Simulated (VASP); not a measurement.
Method: PW91 GGA, VASP's PBE PAW potentials (set 64) (plane waves; VASP 6.6.1).

VASP input:

KPOINTS:
```
Automatic mesh
0
Gamma
12 12 12
0 0 0
```

**INCAR**
```
# general
SYSTEM = Na
PREC   = Accurate
ENCUT  = 520   # plane-wave cut-off (eV)
LREAL  = F   # projection in real space or not
LASPH  = T

# electronic loop
EDIFF  = 1E-7   # SCF stop (eV)
NELM   = 100
ALGO   = Normal

# smearing
ISMEAR = 1
SIGMA  = 0.1   # width (eV)

# functional
GGA    = 91

# ions
ISIF   = 2

# output
LWAVE  = F
LCHARG = F
```

File POSCAR:
```
Na
4.2759450
 -0.4999999456   0.4999999456   0.4999999456
  0.4999999456  -0.4999999456   0.4999999456
  0.4999999456   0.4999999456  -0.4999999456
Na
1
Cart
  0.0000000000   0.0000000000   0.0000000000
```

POTCAR, in this order: Na_pv (PBE.64 set). Program: vasp_std.

Output

### OSZICAR
```
       N       E                     dE             d eps       ncg     rms          rms(c)
DAV:   1     0.203535677296E+02    0.20354E+02   -0.38987E+03  1015   0.819E+02
DAV:   2    -0.855220016281E+00   -0.21209E+02   -0.21178E+02  1022   0.138E+02
DAV:   3    -0.129331912984E+01   -0.43810E+00   -0.43810E+00  1323   0.291E+01
DAV:   4    -0.129708359636E+01   -0.37645E-02   -0.37645E-02  1260   0.236E+00
DAV:   5    -0.129713155018E+01   -0.47954E-04   -0.47954E-04  1288   0.233E-01    0.202E-01
DAV:   6    -0.129767586963E+01   -0.54432E-03   -0.38603E-04  1148   0.204E-01    0.136E-01
DAV:   7    -0.129848657708E+01   -0.81071E-03   -0.19630E-03  1043   0.403E-01    0.798E-03
DAV:   8    -0.129850170274E+01   -0.15126E-04   -0.19362E-05  1253   0.523E-02    0.246E-03
DAV:   9    -0.129850243883E+01   -0.73609E-06   -0.90510E-07  1120   0.873E-03    0.607E-04
DAV:  10    -0.129850243227E+01    0.65625E-08   -0.98042E-08  1169   0.585E-03
   1 F= -.12985024E+01 E0= -.12982341E+01  d E =-.804873E-03
```

File OUTCAR:
```
------------------------ aborting loop because EDIFF is reached ----------------------------------------
  FORCE on cell =-STRESS in cart. coord.  units (eV):
  Direction    XX          YY          ZZ          XY          YZ          ZX
  --------------------------------------------------------------------------------------
  Total       -0.0890775     -0.0890775     -0.0890775     -0.0000000      0.0000000     -0.0000000
  in kB       -3.6510035     -3.6510035     -3.6510035     -0.0000000      0.0000000     -0.0000000
  external PRESSURE =      -3.6510035 kB  Pullay stress =       0.0000000 kB
  volume of cell :       39.09
      direct lattice vectors                 reciprocal lattice vectors
    -2.137972268  2.137972268  2.137972268     0.000000000  0.233866457  0.233866457
     2.137972268 -2.137972268  2.137972268     0.233866457  0.000000000  0.233866457
     2.137972268  2.137972268 -2.137972268     0.233866457  0.233866457  0.000000000
 POSITION                                       TOTAL-FORCE (eV/Angst)
 -----------------------------------------------------------------------------------
      0.00000      0.00000      0.00000         0.000000      0.000000     -0.000000
 -----------------------------------------------------------------------------------
    total drift:                                0.000000      0.000000      0.000000
  FREE ENERGIE OF THE ION-ELECTRON SYSTEM (eV)
  ---------------------------------------------------
  free  energy   TOTEN  =        -1.2985024323 eV

  energy  without entropy=       -1.2976975596  energy(sigma->0) =       -1.29823414
```
(Selected blocks of OUTCAR.)

The compound is Na in the bcc structure. This cell is one point of a volume scan, at 1.06 of the reference volume.
